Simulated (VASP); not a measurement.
## Al2O3: band structure with rev-vdW-DF2

**What was measured.**

“Multi-petahertz electron interference in Cr:Al2O3 solid-state material”, 2018, pmc:5906618 quotes, for a bulk crystal of Al2O3: band gap 8.7 eV (optical).

Al2O3:

```
CELL_PARAMETERS angstrom
2.39474 1.38260 4.35100
-2.39474 1.38260 4.35100
0.00000 -2.76520 4.35100
ATOMIC_POSITIONS crystal
Al 0.35226 0.35226 0.35226
Al 0.14774 0.14774 0.14774
Al 0.64774 0.64774 0.64774
Al 0.85226 0.85226 0.85226
O 0.55608 0.94392 0.25000
O 0.25000 0.55608 0.94392
O 0.94392 0.25000 0.55608
O 0.44392 0.05608 0.75000
O 0.75000 0.44392 0.05608
O 0.05608 0.75000 0.44392
```

* Program: VASP 6.6.1
* Task: band structure
* Functional: rev-vdW-DF2
* Potentials or basis: VASP PAW PBE potentials, release 64 (Al, O)
* Cutoff: 520 eV
* k mesh: 9 × 9 × 7
* Occupations: gaussian, width 0.03 eV
* Spin: no spin polarisation
* Further INCAR settings: ALGO = Normal; EDIFF = 1e-06; NBANDS = 35

- Pressure: 0.2 GPa
- Largest force: 0.004 eV/Å
- Band gap on the k mesh: 6.09 eV, direct
- Band gap along the path: 6.09 eV, direct

Forces in eV/Å, atoms in the order of the input:
```
Al   0.000  0.000  0.004
Al   0.000  0.000 -0.004
Al   0.000  0.000 -0.004
Al   0.000  0.000  0.004
O    0.000  0.000  0.000
O    0.000  0.000  0.000
O    0.000  0.000  0.000
O    0.000  0.000  0.000
O    0.000  0.000  0.000
O    0.000  0.000  0.000
```

Levels at the corners of the path, in eV from the valence-band top:
| point | band 20 | band 21 | band 22 | band 23 | band 24 | band 25 | band 26 | band 27 | band 28 | band 29 |
| --- | --- | --- | --- | --- | --- | --- | --- | --- | --- | --- |
| Γ | -0.48 | -0.48 | -0.05 | -0.05 | 0.00 | 6.09 | 9.03 | 10.57 | 11.47 | 11.47 |
| L | -1.30 | -0.89 | -0.89 | -0.26 | -0.26 | 9.30 | 9.30 | 9.52 | 9.52 | 11.67 |
| L | -1.30 | -0.89 | -0.89 | -0.26 | -0.26 | 9.30 | 9.30 | 9.52 | 9.52 | 11.67 |
| B1 | -1.16 | -0.83 | -0.83 | -0.49 | -0.49 | 9.58 | 9.58 | 9.97 | 9.97 | 10.49 |
| B | -1.16 | -0.83 | -0.83 | -0.49 | -0.49 | 9.58 | 9.58 | 9.97 | 9.97 | 10.49 |
| Z | -1.96 | -0.37 | -0.37 | -0.37 | -0.37 | 8.53 | 8.53 | 10.94 | 10.94 | 12.25 |
| Z | -1.96 | -0.37 | -0.37 | -0.37 | -0.37 | 8.53 | 8.53 | 10.94 | 10.94 | 12.25 |
| Γ | -0.48 | -0.48 | -0.05 | -0.05 | 0.00 | 6.09 | 9.03 | 10.57 | 11.47 | 11.47 |
| Γ | -0.48 | -0.48 | -0.05 | -0.05 | 0.00 | 6.09 | 9.03 | 10.57 | 11.47 | 11.47 |
| X | -1.08 | -0.87 | -0.82 | -0.55 | -0.27 | 9.39 | 9.39 | 9.61 | 10.15 | 10.54 |
| Q | -1.08 | -0.87 | -0.82 | -0.55 | -0.27 | 9.39 | 9.39 | 9.61 | 10.15 | 10.54 |
| F | -1.27 | -1.00 | -0.90 | -0.72 | -0.24 | 9.55 | 9.59 | 9.75 | 10.30 | 11.01 |
| F | -1.27 | -1.00 | -0.90 | -0.72 | -0.24 | 9.55 | 9.59 | 9.75 | 10.30 | 11.01 |
| P1 | -1.05 | -1.01 | -0.84 | -0.73 | -0.45 | 9.63 | 9.78 | 10.02 | 10.23 | 10.26 |
| P1 | -1.05 | -1.01 | -0.84 | -0.73 | -0.45 | 9.63 | 9.78 | 10.02 | 10.23 | 10.26 |
| Z | -1.96 | -0.37 | -0.37 | -0.37 | -0.37 | 8.53 | 8.53 | 10.94 | 10.94 | 12.25 |
| L | -1.30 | -0.89 | -0.89 | -0.26 | -0.26 | 9.30 | 9.30 | 9.52 | 9.52 | 11.67 |
| P | -1.05 | -1.01 | -0.84 | -0.73 | -0.45 | 9.63 | 9.78 | 10.02 | 10.23 | 10.26 |

Core levels (eV, on the scale of the bands):
```
atom                          levels
1 Al  1s -1497.4, 2s -94.4, 2p -55.9
2 Al  1s -1497.4, 2s -94.4, 2p -55.9
3 Al  1s -1497.4, 2s -94.4, 2p -55.9
4 Al  1s -1497.4, 2s -94.4, 2p -55.9
 5 O                       1s -497.0
 6 O                       1s -497.0
```

Wall time 4.9 min on 2 MPI ranks on Intel(R) Xeon(R) 6975P-C (Granite Rapids) (shared host), peak memory 0.8 GiB a rank.

Measured gap of Al2O3: 8.7 eV (optical; quoted in “Multi-petahertz electron interference in Cr:Al2O3 solid-state material”, 2018, pmc:5906618). This calculation gives 6.09 eV (-2.61 eV). The value is that of rev-vdW-DF2, without temperature or zero-point motion.

Caveat: the PAW data sets were made with another functional, which shifts forces and pressure a little.
